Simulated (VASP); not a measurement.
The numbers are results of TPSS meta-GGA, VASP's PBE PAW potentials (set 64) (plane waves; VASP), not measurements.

The input files of a VASP run:

INCAR:
```
! general
SYSTEM   =  Cr
PREC     =  Accurate
ENCUT    =  520   ! plane-wave cut-off (eV)
LREAL    =  F
LASPH    =  T   ! aspherical one-centre terms

! electronic loop
EDIFF    =  1E-7   ! SCF stop (eV)
NELM     =  100
ALGO     =  Normal   ! blocked Davidson
LMAXMIX  =  4   ! l cut-off of mixed one-centre charges
LMIXTAU  =  T

! smearing
ISMEAR   =  1   ! Methfessel-Paxton
SIGMA    =  0.1   ! width (eV)

! functional
METAGGA  =  TPSS

! spin
ISPIN    =  2   ! spin-polarised
MAGMOM   =  1.1 -1.1

! ions
ISIF     =  2   ! forces and stress, cell fixed

! output
LWAVE    =  F
LCHARG   =  F
LORBIT   =  10
```

File POSCAR:
```
Cr
1
    2.7864337228     0.0000000000     0.0000000000
    0.0000000000     2.7864337228     0.0000000000
    0.0000000000     0.0000000000     2.7864337228
Cr
2
Direct
  0.0000000000   0.0000000000   0.0000000000
  0.5000000000   0.5000000000   0.5000000000
```

KPOINTS:
```
Automatic mesh
0
Gamma
13 13 13
0 0 0
```

POTCAR, in this order: Cr_pv (PBE.64 set). Program: vasp_std.

Output

File OSZICAR:
```
       N       E                     dE             d eps       ncg     rms          rms(c)
DAV:   1     0.328064811634E+03    0.32806E+03   -0.21026E+04  5376   0.288E+03
DAV:   2     0.339056651761E+02   -0.29416E+03   -0.29125E+03  5856   0.649E+02
DAV:   3     0.199902414577E+02   -0.13915E+02   -0.13785E+02  7248   0.168E+02
DAV:   4     0.196994370202E+02   -0.29080E+00   -0.28899E+00  6592   0.258E+01
DAV:   5     0.196922314810E+02   -0.72055E-02   -0.72053E-02  8280   0.328E+00    0.952E+00
DAV:   6    -0.357070670946E+02   -0.55399E+02   -0.10047E+02  5376   0.107E+02    0.182E+01
DAV:   7    -0.353720665399E+02    0.33500E+00   -0.16853E+00  6144   0.190E+01    0.207E+01
DAV:   8    -0.339997969735E+02    0.13723E+01   -0.75492E+00  5584   0.349E+01    0.933E+00
DAV:   9    -0.339123847452E+02    0.87412E-01   -0.15133E+00  6056   0.136E+01    0.354E+00
DAV:  10    -0.339108095014E+02    0.15752E-02   -0.57759E-01  6248   0.735E+00    0.126E+00
DAV:  11    -0.339140037407E+02   -0.31942E-02   -0.74771E-02  6584   0.269E+00    0.103E+00
DAV:  12    -0.339215368917E+02   -0.75332E-02   -0.82477E-02  6712   0.223E+00    0.418E-01
DAV:  13    -0.339230718012E+02   -0.15349E-02   -0.99794E-03  7392   0.838E-01    0.359E-01
DAV:  14    -0.339232824395E+02   -0.21064E-03   -0.10428E-02  6696   0.771E-01    0.212E-01
DAV:  15    -0.339233386071E+02   -0.56168E-04   -0.34531E-03  6576   0.572E-01    0.119E-01
DAV:  16    -0.339234352758E+02   -0.96669E-04   -0.71169E-04  7744   0.197E-01    0.105E-01
DAV:  17    -0.339234949304E+02   -0.59655E-04   -0.97206E-04  6992   0.231E-01    0.611E-02
DAV:  18    -0.339235181015E+02   -0.23171E-04   -0.29924E-04  7376   0.118E-01    0.350E-02
DAV:  19    -0.339235203888E+02   -0.22874E-05   -0.90123E-06  6656   0.290E-02    0.322E-02
DAV:  20    -0.339235298792E+02   -0.94904E-05   -0.45677E-04  6960   0.153E-01    0.201E-02
DAV:  21    -0.339235305483E+02   -0.66902E-06   -0.49737E-06  5376   0.272E-02    0.157E-02
DAV:  22    -0.339235294774E+02    0.10708E-05   -0.39579E-05  6880   0.501E-02    0.811E-03
DAV:  23    -0.339235288307E+02    0.64674E-06   -0.48761E-06  7456   0.168E-02    0.409E-03
DAV:  24    -0.339235289847E+02   -0.15403E-06   -0.15636E-06  6296   0.115E-02    0.254E-03
DAV:  25    -0.339235287750E+02    0.20975E-06   -0.43488E-08  2752   0.254E-03    0.162E-03
DAV:  26    -0.339235286962E+02    0.78714E-07   -0.32261E-08  2776   0.148E-03
   1 F= -.33923529E+02 E0= -.33923528E+02  d E =-.141463E-05  mag=     0.0000
```

### OUTCAR
```
------------------------ aborting loop because EDIFF is reached ----------------------------------------
  FORCE on cell =-STRESS in cart. coord.  units (eV):
  Direction    XX          YY          ZZ          XY          YZ          ZX
  --------------------------------------------------------------------------------------
  Total        2.0861988      2.0861988      2.0861988      0.0000000     -0.0000000      0.0000000
  in kB      154.4970223    154.4970223    154.4970223      0.0000000     -0.0000000      0.0000000
  external PRESSURE =     154.4970223 kB  Pullay stress =       0.0000000 kB
  volume of cell :       21.63
      direct lattice vectors                 reciprocal lattice vectors
     2.786433723  0.000000000  0.000000000     0.358881674  0.000000000  0.000000000
     0.000000000  2.786433723  0.000000000     0.000000000  0.358881674  0.000000000
     0.000000000  0.000000000  2.786433723     0.000000000  0.000000000  0.358881674
 POSITION                                       TOTAL-FORCE (eV/Angst)
 -----------------------------------------------------------------------------------
      0.00000      0.00000      0.00000        -0.000000     -0.000000     -0.000000
      1.39322      1.39322      1.39322         0.000000      0.000000      0.000000
 -----------------------------------------------------------------------------------
    total drift:                               -0.000000      0.000000     -0.000000
  FREE ENERGIE OF THE ION-ELECTRON SYSTEM (eV)
  ---------------------------------------------------
  free  energy   TOTEN  =       -33.9235286962 eV

  energy  without entropy=      -33.9235272816  energy(sigma->0) =      -33.92352822

 total charge

# of ion       s       p       d       tot
------------------------------------------
    1        0.453   6.438   4.294  11.186
    2        0.453   6.438   4.294  11.186
--------------------------------------------------
tot          0.906  12.877   8.589  22.372

 magnetization (x)

# of ion       s       p       d       tot
------------------------------------------
    1       -0.008   0.003   0.763   0.759
    2        0.008  -0.003  -0.763  -0.759
--------------------------------------------------
tot          0.000   0.000   0.000   0.000
```
(Selected blocks of OUTCAR.)

The compound is Cr in the bcc, AFM order structure. This cell is one point of a volume scan, at 0.94 of the reference volume.
